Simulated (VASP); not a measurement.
**Si2Mo: relaxation of cell and atoms with LDA**

Si2Mo:

```
CELL_PARAMETERS angstrom
-1.60000 1.60000 3.93050
1.60000 -1.60000 3.93050
1.60000 1.60000 -3.93050
ATOMIC_POSITIONS crystal
Si 0.33300 0.33300 0.00000
Si 0.66700 0.66700 0.00000
Mo 0.00000 0.00000 0.00000
```

```yaml
Program: VASP 6.6.1
Task: relaxation of cell and atoms
Functional: LDA
Potentials_or_basis: VASP PAW LDA potentials, release 64 (Si, Mo_sv)
Cutoff: 350 eV
k_mesh: 10 × 10 × 10
Occupations: gaussian, width 0.1 eV
Spin: no spin polarisation
Further_INCAR_settings: ALGO = Fast; EDIFF = 1e-07; IBRION = 2; EDIFFG = -0.002; NSW = 80; ISIF = 3
```

```json
{
  "Relaxed volume": "13.07 Å³/atom",
  "Relaxed cell": "a = 4.490 Å, b = 4.490 Å, c = 4.490 Å, α = 138.59°, β = 138.59°, γ = 60.00°",
  "Space group after relaxing (to 0.05 Å)": "I4/mmm (No. 139)",
  "Energy gained by relaxing": "9.3 meV/atom",
  "Ionic steps": "8",
  "Pressure after relaxing": "0.0 GPa",
  "Band gap on the k mesh": "none (metal or under the smearing width)"
}
```

The path:
```csv
step,energy change (eV),largest force (eV/Å),pressure (GPa),volume (Å³)
1,0.0000,0.3838,-6.07,40.25
2,0.0424,0.1319,12.48,37.36
3,-0.0255,0.2153,0.31,39.12
4,-0.0255,0.2114,0.44,39.09
5,-0.0280,0.0302,0.15,39.17
6,-0.0280,0.0025,0.11,39.19
7,-0.0280,0.0048,-0.17,39.23
8,-0.0280,0.0004,-0.01,39.20
```

Final structure:
```
CELL_PARAMETERS angstrom
-1.58759 1.58759 3.88865
1.58759 -1.58759 3.88865
1.58759 1.58759 -3.88865
ATOMIC_POSITIONS crystal
Si 0.33533 0.33533 0.00000
Si 0.66467 0.66467 0.00000
Mo 0.00000 0.00000 0.00000
```

Levels at points of the mesh, in eV from the Fermi level:
| k point | band 8 | band 9 | band 10 | band 11 | band 12 | band 13 | band 14 | band 15 |
| --- | --- | --- | --- | --- | --- | --- | --- | --- |
| (0.00, 0.00, 0.00) | -3.15 | -2.62 | -2.62 | 0.44 | 3.24 | 3.34 | 3.63 | 3.63 |
| (0.50, 0.00, 0.00) | -4.46 | -2.61 | -2.60 | -0.48 | 2.37 | 3.20 | 4.29 | 4.30 |
| (0.50, 0.50, 0.00) | -5.12 | -4.46 | -3.09 | -1.12 | 2.42 | 2.87 | 3.29 | 3.50 |
| (0.50, 0.50, 0.50) | -2.20 | -0.55 | -0.55 | -0.40 | -0.40 | 0.58 | 4.86 | 5.36 |

Wall time 3.7 min on 1 thread of Intel(R) Xeon(R) Platinum 8259CL CPU @ 2.50GHz (Skylake/Cascade Lake) (shared host), peak memory 0.17 GiB.

LDA usually gives volumes a few per cent too small. Zero-point motion and thermal expansion aren't in these numbers.
